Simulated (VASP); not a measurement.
Write the native input for VASP 6.6.1 that does the following.

```
Task                   : relaxation of cell and atoms
Functional             : PBE
Potentials or basis    : VASP PAW PBE potentials, release 64 (Sn_d, Ge_d)
Cutoff                 : 520 eV
k mesh                 : 5 × 5 × 5
Occupations            : gaussian, width 0.15 eV
Spin                   : no spin polarisation
Further INCAR settings : PREC = Normal; ALGO = Fast; EDIFF = 0.0001; IBRION = 2; EDIFFG = -0.08; NSW = 24; ISIF = 3
```

The structure of Sn2Ge lies in POSCAR:

```
Sn2Ge
1.0
    0.0000000000      3.6268576800      3.6268576800
    3.6268576800      0.0000000000      3.6268576800
    3.6268576800      3.6268576800      0.0000000000
Sn Ge
2 1
Direct
    0.2500000000      0.2500000000      0.2500000000
    0.7500000000      0.7500000000      0.7500000000
    0.0000000000      0.0000000000      0.0000000000
```

The cell was built by a generator and needn't be a form met in nature.

The input as run:

INCAR

```
SYSTEM = Sn2Ge
PREC     = Normal         ! precision mode
ENCUT    = 520            ! plane-wave cutoff, eV
EDIFF    = 1E-4           ! SCF threshold, eV
ISMEAR   = 0              ! smearing method
SIGMA    = 0.15           ! smearing width, eV
LREAL    = .FALSE.        ! projectors in reciprocal space
LASPH    = .TRUE.         ! aspherical terms in the spheres
NELM     = 60             ! most SCF steps
ALGO     = Fast           ! electronic algorithm
ISIF     = 3              ! what is computed and relaxed
LWAVE    = .FALSE.        ! write WAVECAR
LCHARG   = .FALSE.        ! write CHGCAR
GGA      = PE             ! functional
IBRION   = 2              ! ionic algorithm
NSW      = 24             ! ionic steps
EDIFFG   = -0.08          ! ionic threshold
```

KPOINTS

```
regular mesh
0
G
  5 5 5
  0 0 0
```

Potentials or basis: VASP PAW PBE potentials, release 64 (Sn_d, Ge_d).

Command:

```console
$ cat potpaw_PBE.64/Sn_d/POTCAR potpaw_PBE.64/Ge_d/POTCAR > POTCAR
$ mpirun -np 1 vasp_std > vasp.out
```

It gave:

* Relaxed volume: 29.08 Å³/atom
* Relaxed cell: a = 4.978 Å, b = 4.978 Å, c = 4.978 Å, α = 60.00°, β = 60.00°, γ = 60.00°
* Space group after relaxing (to 0.05 Å): Fm-3m (No. 225)
* Energy gained by relaxing: 26.4 meV/atom
* Ionic steps: 2
* Pressure after relaxing: 0.0 GPa
* Band gap on the k mesh: none (metal or under the smearing width)

Wall time 26 s on 1 thread of AMD EPYC 7R13 Processor (Zen 3) (shared host), peak memory 0.15 GiB.
